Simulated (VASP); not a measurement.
Input:

```
KCl
1.0
    0.00000     3.14500     3.14500
    3.14500     0.00000     3.14500
    3.14500     3.14500     0.00000
K Cl
1 1
Cartesian
  0.00000   0.00000   0.00000
  3.14500   3.14500   3.14500
```

These are G0W0 on PBE orbitals, VASP's PBE PAW potentials (set 64) (plane waves; VASP) values and carry that method's errors. Settings: PREC = Normal, 500 eV cut-off, 6×6×6 Γ-centred mesh, Gaussian smearing of 0.010 eV, potentials K_sv_GW Cl_GW.

The mesh is coarse and the basis finite, so the quasiparticle values are not converged.

NBANDS = 120, ENCUTGW = 180 eV, NOMEGA = 64. The PBE levels (eV) that the step starts from are:

| state | KS energy | filling |
|---|---|---|
| k1 (0.00, 0.00, 0.00), band 5 | -11.28 | 2 |
| k1 (0.00, 0.00, 0.00), band 6 | -0.63 | 2 |
| k1 (0.00, 0.00, 0.00), band 7 | -0.63 | 2 |
| k1 (0.00, 0.00, 0.00), band 8 | -0.63 | 2 |
| k1 (0.00, 0.00, 0.00), band 9 | 4.56 | 0 |
| k1 (0.00, 0.00, 0.00), band 10 | 7.73 | 0 |
| k1 (0.00, 0.00, 0.00), band 11 | 7.73 | 0 |
| k1 (0.00, 0.00, 0.00), band 12 | 7.73 | 0 |
| k8 (-0.33, 0.17, 0.00), band 5 | -11.10 | 2 |
| k8 (-0.33, 0.17, 0.00), band 6 | -1.51 | 2 |
| k8 (-0.33, 0.17, 0.00), band 7 | -0.96 | 2 |
| k8 (-0.33, 0.17, 0.00), band 8 | -0.95 | 2 |
| k8 (-0.33, 0.17, 0.00), band 9 | 6.96 | 0 |
| k8 (-0.33, 0.17, 0.00), band 10 | 7.64 | 0 |
| k8 (-0.33, 0.17, 0.00), band 11 | 9.28 | 0 |
| k8 (-0.33, 0.17, 0.00), band 12 | 9.42 | 0 |
| k15 (-0.33, 0.33, 0.17), band 5 | -11.17 | 2 |
| k15 (-0.33, 0.33, 0.17), band 6 | -1.35 | 2 |
| k15 (-0.33, 0.33, 0.17), band 7 | -1.07 | 2 |
| k15 (-0.33, 0.33, 0.17), band 8 | -0.99 | 2 |
| k15 (-0.33, 0.33, 0.17), band 9 | 7.31 | 0 |
| k15 (-0.33, 0.33, 0.17), band 10 | 7.55 | 0 |
| k15 (-0.33, 0.33, 0.17), band 11 | 9.10 | 0 |
| k15 (-0.33, 0.33, 0.17), band 12 | 9.37 | 0 |

### Question
Give the quasiparticle energies and renormalisation factors Z.

### Answer

| state | QP energy (eV) | Z |
|---|---|---|
| k1 (0.00, 0.00, 0.00), band 5 | -14.39 | 0.81 |
| k1 (0.00, 0.00, 0.00), band 6 | -2.55 | 0.79 |
| k1 (0.00, 0.00, 0.00), band 7 | -2.55 | 0.79 |
| k1 (0.00, 0.00, 0.00), band 8 | -2.55 | 0.79 |
| k1 (0.00, 0.00, 0.00), band 9 | 5.31 | 0.86 |
| k1 (0.00, 0.00, 0.00), band 10 | 9.46 | 0.86 |
| k1 (0.00, 0.00, 0.00), band 11 | 9.46 | 0.86 |
| k1 (0.00, 0.00, 0.00), band 12 | 9.46 | 0.86 |
| k8 (-0.33, 0.17, 0.00), band 5 | -13.93 | 0.80 |
| k8 (-0.33, 0.17, 0.00), band 6 | -3.60 | 0.79 |
| k8 (-0.33, 0.17, 0.00), band 7 | -2.93 | 0.79 |
| k8 (-0.33, 0.17, 0.00), band 8 | -2.91 | 0.79 |
| k8 (-0.33, 0.17, 0.00), band 9 | 7.93 | 0.85 |
| k8 (-0.33, 0.17, 0.00), band 10 | 8.98 | 0.85 |
| k8 (-0.33, 0.17, 0.00), band 11 | 11.36 | 0.85 |
| k8 (-0.33, 0.17, 0.00), band 12 | 11.49 | 0.85 |
| k15 (-0.33, 0.33, 0.17), band 5 | -14.07 | 0.80 |
| k15 (-0.33, 0.33, 0.17), band 6 | -3.40 | 0.79 |
| k15 (-0.33, 0.33, 0.17), band 7 | -3.08 | 0.79 |
| k15 (-0.33, 0.33, 0.17), band 8 | -2.97 | 0.79 |
| k15 (-0.33, 0.33, 0.17), band 9 | 8.49 | 0.85 |
| k15 (-0.33, 0.33, 0.17), band 10 | 8.89 | 0.85 |
| k15 (-0.33, 0.33, 0.17), band 11 | 10.54 | 0.85 |
| k15 (-0.33, 0.33, 0.17), band 12 | 11.49 | 0.84 |
On the mesh the gap opens from 5.19 to 7.86 eV.

The compound is KCl in the rock salt structure. The cell was not relaxed at this level.
